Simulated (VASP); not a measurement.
Crystal: In2WSe3.

```
In W Se
1.0
     3.50000    0.00000    0.00000
    -1.75000    3.03109    0.00000
     0.00000    0.00000   13.74000
In W Se
2 1 3
Cartesian
  1.7500 1.0104 8.7661
  1.7500 1.0104 4.9739
  0.0000 0.0000 0.0000
  0.0000 2.0207 12.0637
  0.0000 2.0207 1.6763
  0.0000 0.0000 6.8700
```

The cell was built by a generator and needn't be a form met in nature.

* Program: VASP 6.6.1
* Task: relaxation of cell and atoms
* Functional: PBE
* Potentials or basis: VASP PAW PBE potentials, release 64 (In_d, W_sv, Se)
* Cutoff: 520 eV
* k mesh: 5 × 5 × 1
* Occupations: gaussian, width 0.15 eV
* Spin: no spin polarisation

At the start: pressure 1.6 GPa; volume 24.29 Å³/atom.

**Question.** Where does the relaxation end?

**Answer.** Over 17 steps the energy falls by 36.7 meV/atom and the volume is 26.04 Å³/atom (+7.2 %); space group P-6m2 (No. 187, to 0.05 Å).

Step by step:
| step | energy change (eV) | largest force (eV/Å) | pressure (GPa) | volume (Å³) |
| --- | --- | --- | --- | --- |
| 1 | 0.0000 | 0.9100 | 1.63 | 145.77 |
| 2 | -0.1289 | 0.7596 | -0.50 | 151.03 |
| 3 | -0.1477 | 0.6775 | -1.50 | 154.14 |
| 4 | -0.1662 | 0.4745 | 1.31 | 151.11 |
| 5 | -0.1813 | 0.0167 | 0.23 | 152.29 |
| 6 | -0.1813 | 0.0372 | 0.18 | 152.33 |
| 7 | -0.1890 | 0.0930 | 0.05 | 152.62 |
| 8 | -0.1987 | 0.1079 | 0.04 | 153.20 |
| 9 | -0.2099 | 0.1463 | -0.06 | 154.21 |
| 10 | -0.2098 | 0.1049 | -0.12 | 154.05 |
| 11 | -0.2099 | 0.1150 | 0.58 | 153.30 |
| 12 | -0.2108 | 0.1004 | 0.32 | 153.65 |
| 13 | -0.2118 | 0.0381 | 0.48 | 153.79 |
| 14 | -0.2131 | 0.0517 | 0.66 | 154.01 |
| 15 | -0.2148 | 0.0804 | 0.67 | 154.44 |
| 16 | -0.2165 | 0.0397 | 0.50 | 154.88 |
| 17 | -0.2199 | 0.0643 | -0.13 | 156.23 |

Final structure:
```xyz
6
Lattice="3.4762 0.0000 0.0000 -1.7381 3.0105 0.0000 0.0000 0.0000 14.9293" Properties=species:S:1:pos:R:3 pbc="T T T"
In    1.7381    1.0035    9.5527
In    1.7381    1.0035    5.3766
W     3.4762    0.0000   14.9293
Se    0.0000    2.0070   13.2990
Se    0.0000    2.0070    1.6303
Se    0.0000    0.0000    7.4646
```

Caveat: the k mesh is coarse (spacing up to 0.46 Å⁻¹), so the values aren't converged; this functional lacks dispersion, which binds the layers, so the pressure and a relaxed spacing across them are unreliable.
